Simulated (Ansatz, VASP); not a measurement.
# Cross-check of B2O3 (boron oxide glass) between VASP and Ansatz, part 2 of 2

One calculation is typed for both programs; each brings its own data sets. How far apart do they land? The structure shown is the start of the Ansatz relaxation below; VASP solves that cell, so the two are compared at the walk's first step. Other levels of theory on this material are compared in a session of their own.

VASP 6.6.1 and Ansatz 0.2.0.

So far: Starting point; Ansatz: relaxation, PBE with D3(BJ).

**3. VASP: single point, PBE with D3(BJ), start cell**

Level of this step: PBE with D3(BJ); plane waves and PAW (B, O) (VASP).

The same cell, functional and mesh now go to VASP, with its own data sets.

Lines of VASP's logs that name or quote its potential files are left out, and so is its time.

File INCAR:

```
SYSTEM = B2O3
PREC = Accurate
ENCUT = 520
EDIFF = 1E-06
NELM = 120
ISMEAR = 0
SIGMA = 0.01
LREAL = Auto
ALGO = Normal
GGA = PE
IVDW = 12
NBANDS = 232
LORBIT = 11
LWAVE = .FALSE.
LCHARG = .FALSE.
ISIF = 2
LASPH = .TRUE.
GGA_COMPAT = .FALSE.
EFERMI = MIDGAP
NCORE = 2
```

File POSCAR:

```
B2O3
1.0
   10.8786000000      0.0000000000      0.0000000000
    0.0000000000     10.6971100000      0.0000000000
    0.0000000000      0.0000000000      9.9190700000
B O
30 45
Direct
    0.4357362161      0.0488543167      0.7136556149
    0.1688544482      0.1277073901      0.2979109937
    0.6387494714      0.1870785661      0.4783512970
    0.1500009192      0.8094896659      0.5399296507
    0.2848895998      0.6356296233      0.6323979970
    0.6101244645      0.9660833627      0.5661115407
    0.1715110400      0.5043137819      0.9978354826
    0.3306675491      0.4448210778      0.4902576552
    0.7494990164      0.3611816650      0.3454860183
    0.3145625356      0.0305877008      0.9260646411
    0.6477028294      0.7406860358      0.6223970594
    0.8806188296      0.5597493155      0.3225302372
    0.0316125237      0.6899433585      0.0612053348
    0.9063758204      0.4201602115      0.5315316859
    0.7560807457      0.1145636532      0.9345331770
    0.7625429743      0.4765866669      0.1275421990
    0.8326255217      0.5985915822      0.6894597981
    0.0638593201      0.3356794499      0.8543643709
    0.3696063832      0.4238714943      0.0752590717
    0.0987810932      0.0389544466      0.5238898405
    0.4348629419      0.2564524437      0.5919607383
    0.2140808560      0.0791802646      0.0616791695
    0.5682624602      0.5198226437      0.9795172330
    0.0519460225      0.2609957269      0.6186971158
    0.8570771974      0.3133837083      0.9711999210
    0.8689721104      0.7417236992      0.8904161378
    0.4784623021      0.6334234200      0.7609281919
    0.0566800875      0.7075275472      0.3249599005
    0.7677090802      0.9486767921      0.8974934142
    0.3084128472      0.3153842486      0.2796532336
    0.7316014928      0.2617809857      0.4277114689
    0.0764436600      0.1372239792      0.6085247911
    0.0901494678      0.6016110894      0.9867860596
    0.7392495358      0.6502223498      0.6186265446
    0.8277076094      0.5775204705      0.2054023210
    0.9386593863      0.7599996635      0.0029135796
    0.1119169746      0.0498358903      0.3865281725
    0.1414520251      0.3909373653      0.9443828907
    0.6734138584      0.8544363852      0.5632181243
    0.3560108838      0.6079025082      0.7440314465
    0.5321089111      0.7105190093      0.6645179437
    0.3379295130      0.4186831770      0.3549022237
    0.5276138474      0.2447203030      0.4987665174
    0.2846505984      0.5186354071      0.0569912300
    0.8842957734      0.6407057607      0.8064062457
    0.6783593477      0.5370702928      0.0381285746
    0.8416799956      0.4504581144      0.4040701396
    0.8603496773      0.4120365220      0.0538457738
    0.1406706745      0.1159378561      0.1628176835
    0.9718438034      0.6251782023      0.3846529967
    0.9796940783      0.3188992167      0.5197059805
    0.6838655709      0.0391414130      0.8468535861
    0.2492783998      0.2172829858      0.3445383489
    0.7521556083      0.2378773332      0.9567328389
    0.7039600684      0.3876000153      0.2262208050
    0.2016619786      0.0962129024      0.9213061305
    0.3924126266      0.9928102076      0.8286563156
    0.2832165904      0.5603756529      0.5204419366
    0.3354843454      0.3156740465      0.1457697143
    0.4962127480      0.9740294341      0.6234858712
    0.9532016987      0.2815807260      0.8868472548
    0.1111632011      0.9248666229      0.5852766439
    0.8347397643      0.0219218088      0.9890241726
    0.6691761808      0.0658121680      0.5047751453
    0.1305223099      0.7733677601      0.4094133825
    0.4861838840      0.4321354085      0.0295491412
    0.3640266211      0.3627241376      0.5896722173
    0.4110915007      0.1736824245      0.6940670849
    0.8869615576      0.4877859534      0.6425299953
    0.0687312706      0.7196803623      0.1899472430
    0.2129961576      0.7410412719      0.6350696184
    0.5476439983      0.5905333310      0.8646677562
    0.0998382145      0.3297619637      0.7216704792
    0.3252716342      0.0100400949      0.0661150693
    0.7796223779      0.8293267995      0.8554733458
```

File KPOINTS:

```
Automatic mesh
0
Gamma
1 1 1
0 0 0
```

The projector-augmented-wave data sets are B and O (PBE family, release 64).

On the command line:

```console
$ mpirun -np 8 vasp_gam
```

Numbers of over 12 decimals in the logs are rounded to 6 here.

The program printed:

```text
[banner, memory and clock lines left out]
running    8 mpi-ranks, on    1 nodes
[...]
LDA part: xc-table for (Slater+PW92), standard interpolation
 POSCAR, INCAR and KPOINTS ok, starting setup
[...]
entering main loop
       N       E                     dE             d eps       ncg     rms          rms(c)
DAV:   1     0.338578445805E+04    0.33858E+04   -0.20941E+05   488   0.148E+03
DAV:   2    -0.319525213197E+03   -0.37053E+04   -0.35806E+04   584   0.373E+02
DAV:   3    -0.648830991427E+03   -0.32931E+03   -0.32661E+03   528   0.119E+02
DAV:   4    -0.655769661151E+03   -0.69387E+01   -0.69097E+01   544   0.187E+01
[...]
DAV:  18    -0.598046515301E+03    0.21096E-05   -0.16270E-05   536   0.109E-02    0.565E-03
DAV:  19    -0.598046514244E+03    0.10569E-05   -0.21201E-06   376   0.472E-03    0.251E-03
DAV:  20    -0.598046513838E+03    0.40681E-06   -0.15867E-06   368   0.385E-03
   1 F= -.60279241E+03 E0= -.60279241E+03  d E =0.000000E+00
```

Parts of OUTCAR (step 3):

```text
  FREE ENERGIE OF THE ION-ELECTRON SYSTEM (eV)
  ---------------------------------------------------
  free  energy   TOTEN  =      -602.7924059116 eV

  energy  without entropy=     -602.7924059116  energy(sigma->0) =     -602.79240591

[... 1 further part left out ...]
```

The run ends at a pressure of -0.51 GPa, with forces up to 0.18 eV/Å.

**4. Side by side**

Known differences besides the potentials themselves: fixed occupations in Ansatz, narrow Gaussian smearing in VASP; the cutoff is 420 eV in Ansatz and 520 eV in VASP (PREC = Accurate, projectors in real space). Total energies have different zeros and are not compared.

Forces on 7 of the 75 atoms, those with the largest forces and the largest differences (eV/Å; atoms numbered as in POSCAR):

| atom | Ansatz x, y, z | VASP x, y, z |
| --- | --- | --- |
| B10 | -0.007, 0.015, -0.003 | 0.105, -0.061, -0.127 |
| B15 | 0.004, 0.025, -0.014 | -0.042, 0.180, 0.012 |
| B22 | -0.003, 0.021, 0.000 | -0.133, 0.079, 0.097 |
| B29 | 0.002, -0.006, -0.019 | -0.011, -0.168, -0.074 |
| O52 | -0.007, -0.004, -0.007 | -0.124, 0.012, -0.106 |
| O56 | -0.007, 0.014, -0.017 | -0.100, 0.075, -0.118 |
| O74 | -0.005, 0.006, 0.000 | 0.087, -0.061, 0.115 |

The forces differ by 37 meV/Å r.m.s., where the r.m.s. force is 0.007 eV/Å in Ansatz and 0.038 eV/Å in VASP: the atoms lie near their places of rest in Ansatz, so a percentage would say little (all taken over all components).

**5. Further runs**

Further runs change the set-up of one program: Ansatz's method, potentials or start, or VASP's data sets, cutoff or form of LDA. The table gives that difference for each run.

| run | r.m.s. force difference (meV/Å) |
| --- | --- |
| as above | 37 |
| VASP with a cutoff of 600 eV (perhaps on Ansatz's relaxed cell) | 36 |

**6. Summary of results**

```yaml
r_m_s_force_difference_single_point_pbe_with_d3_bj_start_cell: 37 meV/Å
```

In words: The r.m.s. force difference is 37 meV/Å (single point, PBE with D3(BJ), start cell), beyond the 12 meV/Å picked in this series as the mark of a large difference. 8 further runs of this series are not shown here. Such differences can come from data sets, numerical settings and the points named under the comparisons, not from the functional's error against experiment.

[Lines on the potential files, build, host, timing and source positions are cut from VASP's logs without a mark.]

[Logs are printed without paths, hosts, clocks, repeated set-up lines and the standing remarks that a program may print on its own settings, such as how far it seeks lower states.]

[Hosts, paths, dates, database ids (printed as entryN), source tags and the programs' standing remarks are cut or masked in the printed files.]

[Rows of further runs with another cutoff or data set may stand on the cell that Ansatz relaxed, not on the start cell of the pair above them.]
